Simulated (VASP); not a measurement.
Here is the system:

```
Rh
1.0
    0.00000     1.91097     1.91097
    1.91097     0.00000     1.91097
    1.91097     1.91097     0.00000
Rh
1
Cartesian
  1.91097   0.00000   1.91097
```

The numbers are results of SCAN meta-GGA, VASP's PBE PAW potentials (set 64) (plane waves; VASP), not measurements. Run with 520 eV cut-off, 16×16×16 Γ-centred mesh, first-order Methfessel-Paxton smearing of 0.10 eV, potentials Rh_pv.

**Question.** Predict the energy per atom (σ→0), pressure, band gap (on the k-mesh) with the smallest direct gap where there is one.

**Answer.** 
```yaml
band gap (on the k-mesh): none (metal, semimetal or under 0.01 eV)
energy per atom (σ→0): -33747 meV/atom
pressure: -8.12 GPa
```

The absolute energy has meaning only against runs of the same code, potentials and settings.

The compound is Rh in the fcc structure. This cell is one point of a volume scan, at 1.03 of the reference volume.
